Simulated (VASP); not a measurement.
All values below come from PW91 GGA, VASP's PBE PAW potentials (set 64) (plane waves; VASP).

The input files of a VASP run:

**INCAR**
```
! general
SYSTEM  = Zr
PREC    = Accurate
ENCUT   = 520
LREAL   = .False.
LASPH   = .True.
ICHARG  = 11

! electronic loop
EDIFF   = 1E-7
NELM    = 100
ALGO    = Normal
LMAXMIX = 4

! smearing
ISMEAR  = 0
SIGMA   = 0.05

! functional
GGA     = 91

! output
LWAVE   = .False.
LCHARG  = .False.
LORBIT  = 11
```

File POSCAR:
```
Zr
1
    1.6120483080    -2.7921495197     0.0000000000
    1.6120483080     2.7921495197     0.0000000000
   -0.0000000000     0.0000000000     5.1841751021
Zr
2
Direct
  0.3333330000   0.6666670000   0.2500000000
  0.6666670000   0.3333330000   0.7500000000
```

**KPOINTS**
```
k-points along high-symmetry lines
10
Line-mode
Reciprocal
  0.000000   0.000000   0.000000 ! GAMMA
  0.000000   0.500000   0.000000 ! M

  0.000000   0.500000   0.000000 ! M
 -0.333333   0.666667   0.000000 ! K

 -0.333333   0.666667   0.000000 ! K
  0.000000   0.000000   0.000000 ! GAMMA

  0.000000   0.000000   0.000000 ! GAMMA
  0.000000   0.000000   0.500000 ! A

  0.000000   0.000000   0.500000 ! A
  0.000000   0.500000   0.500000 ! L

  0.000000   0.500000   0.500000 ! L
 -0.333333   0.666667   0.500000 ! H

 -0.333333   0.666667   0.500000 ! H
  0.000000   0.000000   0.500000 ! A

  0.000000   0.500000   0.500000 ! L
  0.000000   0.500000   0.000000 ! M

 -0.333333   0.666667   0.500000 ! H
 -0.333333   0.666667   0.000000 ! K
```

POTCAR, in this order: Zr_sv (PBE.64 set). Program: vasp_std. Read from the step before: CHGCAR.

Output

OUTCAR:
```
 ion  position               nearest neighbor table
   1  0.333  0.667  0.250-   2 3.19   2 3.19   2 3.19   2 3.19   2 3.19   2 3.19
   2  0.667  0.333  0.750-   1 3.19   1 3.19   1 3.19   1 3.19   1 3.19   1 3.19
  LATTYP: Found a hexagonal cell.
 ALAT       =     3.2240965692
 C/A-ratio  =     1.6079465955
 Subroutine PRICEL returns:
 Original cell was already a primitive cell.
 Subroutine GETGRP returns: Found 24 space group operations
The static configuration has the point symmetry D_3d.
 The point group associated with its full space group is D_6h.
The dynamic configuration has the point symmetry D_3d.
 Subroutine INISYM returns: Found 24 space group operations
   k-points           NKPTS =     90   k-points in BZ     NKDIM =     90   number of bands    NBANDS=     16
   number of dos      NEDOS =    301   number of ions     NIONS =      2
   total plane-waves  NPLWV =  23040
   dimension x,y,z NGX =    24 NGY =   24 NGZ =   40
   dimension x,y,z NGXF=    48 NGYF=   48 NGZF=   80
   ions per type =               2
   PREC   = accura    normal or accurate (medium, high low for compatibility)
   ISTART =      0    job   : 0-new  1-cont  2-samecut
   ICHARG =     11    charge: 1-file 2-atom 10-const
   ISPIN  =      1    spin polarized calculation?
   LNONCOLLINEAR =      F non collinear calculations
   LSORBIT =      F    spin-orbit coupling
...
```

**OSZICAR**
```
       N       E                     dE             d eps       ncg     rms          rms(c)
DAV:   1     0.222441702419E+03    0.22244E+03   -0.13789E+04  2880   0.149E+03
DAV:   2    -0.201317059658E+01   -0.22445E+03   -0.22227E+03  3560   0.415E+02
DAV:   3    -0.167023242093E+02   -0.14689E+02   -0.14572E+02  5536   0.786E+01
DAV:   4    -0.170112234197E+02   -0.30890E+00   -0.30845E+00  3104   0.124E+01
DAV:   5    -0.170211044152E+02   -0.98810E-02   -0.98809E-02  4568   0.142E+00
DAV:   6    -0.170211518754E+02   -0.47460E-04   -0.47461E-04  3232   0.136E-01
DAV:   7    -0.170211529726E+02   -0.10972E-05   -0.10970E-05  4688   0.153E-02
DAV:   8    -0.170211529830E+02   -0.10378E-07   -0.10256E-07  3112   0.196E-03
   1 F= -.17021153E+02 E0= -.17019591E+02  d E =-.312332E-02
```

**OUTCAR**
```
 val. band max:        9.0041749980   @ k =  -0.3333   0.6667   0.2778

 cond. band min:       9.0211843697   @ k =   0.0000   0.0000   0.4444



 k-point     1 :       0.0000    0.0000    0.0000
  band No.  band energies     occupation
      1     -39.7722      2.00000
      2     -39.6227      2.00000
      3     -18.3809      2.00000
      4     -17.5101      2.00000
      5     -17.5101      2.00000
      6     -17.3963      2.00000
      7     -17.3758      2.00000
      8     -17.3757      2.00000
      9       3.3332      2.00000
     10       5.9185      2.00000
     11       9.7999      0.00000
     12       9.7999      0.00000
     13       9.8491      0.00000
     14      10.0782      0.00000
     15      10.4652      0.00000
     16      10.4652      0.00000

 k-point     2 :       0.0000    0.0556    0.0000
  band No.  band energies     occupation
      1     -39.7686      2.00000
      2     -39.6210      2.00000
      3     -18.3715      2.00000
      4     -17.5317      2.00000
      5     -17.5171      2.00000
      6     -17.4001      2.00000
      7     -17.3983      2.00000
      8     -17.3787      2.00000
      9       3.4207      2.00000
     10       5.9998      2.00000
     11       9.5187      0.00000
     12       9.8806      0.00000
     13       9.8978      0.00000
     14      10.0816      0.00000
     15      10.3875      0.00000
     16      10.5412      0.00000

 k-point     3 :       0.0000    0.1111    0.0000
  band No.  band energies     occupation
      1     -39.7581      2.00000
      2     -39.6165      2.00000
      3     -18.3437      2.00000
      4     -17.5940      2.00000
      5     -17.5369      2.00000
      6     -17.4622      2.00000
      7     -17.4116      2.00000
      8     -17.3874      2.00000
      9       3.6758      2.00000
     10       6.2293      2.00000
     11       9.1549      0.00006
     12       9.4397      0.00000
     13      10.1205      0.00000
     14      10.1452      0.00000
...
```

The density is held fixed in this step, so its total energy and stress have no physical meaning.

The compound is Zr in the hcp structure. It was relaxed first.
